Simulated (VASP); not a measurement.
The input files of a VASP run:

**INCAR**
```
ALGO  =  Normal
EDIFF  =  1E-7
EDIFFG  =  -0.01
ENCUT  =  520
GGA  =  PE
IBRION  =  2
ISIF  =  4
ISMEAR  =  0
IVDW  =  11
LASPH  =  .TRUE.
LCHARG  =  .FALSE.
LMAXMIX  =  4
LREAL  =  .FALSE.
LWAVE  =  .FALSE.
NELM  =  100
NSW  =  30
PREC  =  Accurate
SIGMA  =  0.05
SYSTEM  =  ZnO
```

**KPOINTS**
```
Automatic mesh
0
Gamma
8 8 4
0 0 0
```

### POSCAR
```
ZnO
1
    1.6524554352    -2.8621372223     0.0000000000
    1.6524554352     2.8621372223     0.0000000000
    0.0000000000     0.0000000000     5.3335375197
Zn O
2 2
Direct
  0.6666670000   0.3333330000   0.5012130862
  0.3333330000   0.6666670000   0.0012130862
  0.6666670000   0.3333330000   0.8807869138
  0.3333330000   0.6666670000   0.3807869138
```

POTCAR, in this order: Zn O (PBE.64 set). Program: vasp_std.

Task: Write an equivalent input for Quantum ESPRESSO's pw.x.

Result: One equivalent input (not run):
```
&CONTROL
  calculation = 'vc-relax'
  pseudo_dir = './pseudo'
  outdir = './out'
  tprnfor = .true.
  tstress = .true.
  nstep = 30
  forc_conv_thr = 0.00039
/
&SYSTEM
  ibrav = 0
  nat = 4
  ntyp = 2
  ecutwfc = 84
  occupations = 'smearing'
  smearing = 'gaussian'
  degauss = 0.003675
  input_dft = 'pbe'
  vdw_corr = 'grimme-d3'
  dftd3_version = 3
  dftd3_threebody = .false.
/
&ELECTRONS
  conv_thr = 7.3e-09
  electron_maxstep = 100
/
&IONS
/
&CELL
  cell_dofree = 'shape'
/
ATOMIC_SPECIES
  Zn 65.380 Zn.upf
  O 15.999 O.upf
CELL_PARAMETERS angstrom
     1.6524554   -2.8621372    0.0000000
     1.6524554    2.8621372    0.0000000
     0.0000000    0.0000000    5.3335375
ATOMIC_POSITIONS crystal
  Zn   0.6666670  0.3333330  0.5012131
  Zn   0.3333330  0.6666670  0.0012131
  O    0.6666670  0.3333330  0.8807869
  O    0.3333330  0.6666670  0.3807869
K_POINTS automatic
  8 8 4 0 0 0
```
The two are equivalent in intent, not identical: the potentials are each code's own (VASP's PAW set, PseudoDojo norm-conserving files in pw.x), so ENCUT and ecutwfc are chosen apart and not converted; conv_thr bounds pw.x's estimated SCF error, while EDIFF bounds the energy change between steps; forc_conv_thr acts on force components and is met together with etot_conv_thr.

The compound is ZnO in the wurtzite structure. This cell is one point of a volume scan, at 1.03 of the reference volume. Symmetry was kept, so distortions that lower it aren't found.
